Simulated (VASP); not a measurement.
Set up this calculation in VASP 6.6.1, as the native input.

```
Task                   : relaxation of cell and atoms
Functional             : RPBE
Potentials or basis    : VASP PAW PBE potentials, release 64 (W_sv)
Cutoff                 : 600 eV
k mesh                 : 16 × 16 × 16
Occupations            : methfessel-paxton, width 0.1 eV
Spin                   : no spin polarisation
Further INCAR settings : ALGO = Normal; EDIFF = 1e-06; IBRION = 2; EDIFFG = -0.01; NSW = 90; ISIF = 3
```

The structure of W lies in POSCAR:

```
W
1.0
   -1.5823450000      1.5823450000      1.5823450000
    1.5823450000     -1.5823450000      1.5823450000
    1.5823450000      1.5823450000     -1.5823450000
W
1
Direct
    0.0000000000      0.0000000000      0.0000000000
```

These files were run (other wordings do the same):

INCAR

```
PREC = Accurate
ENCUT = 600
EDIFF = 1E-6
ISMEAR = 1
SIGMA = 0.1
LREAL = F
LASPH = T
NELM = 80
ALGO = Normal
ISIF = 3
LWAVE = F
LCHARG = F
GGA = RP
IBRION = 2
NSW = 90
EDIFFG = -0.01
```

KPOINTS

```
regular mesh
0
Gamma
  16 16 16
```

Potentials or basis: VASP PAW PBE potentials, release 64 (W_sv).

Command:

```console
$ cat potpaw_PBE.64/W_sv/POTCAR > POTCAR
$ mpirun -np 1 vasp_std > vasp.out
```

It gave:

```json
{
  "Relaxed volume": "16.35 Å³/atom",
  "Relaxed cell": "a = 2.770 Å, b = 2.770 Å, c = 2.770 Å, α = 109.47°, β = 109.47°, γ = 109.47°",
  "Space group after relaxing (to 0.05 Å)": "Im-3m (No. 229)",
  "Energy gained by relaxing": "14.9 meV/atom",
  "Ionic steps": "4",
  "Pressure after relaxing": "0.0 GPa",
  "Band gap on the k mesh": "none (metal or under the smearing width)"
}
```

Caveat: the PAW data sets were made with another functional, which shifts forces and pressure a little.

It took 39 s on 1 thread of Intel(R) Xeon(R) Platinum 8375C CPU @ 2.90GHz (Ice Lake) (shared host), peak memory 0.17 GiB.
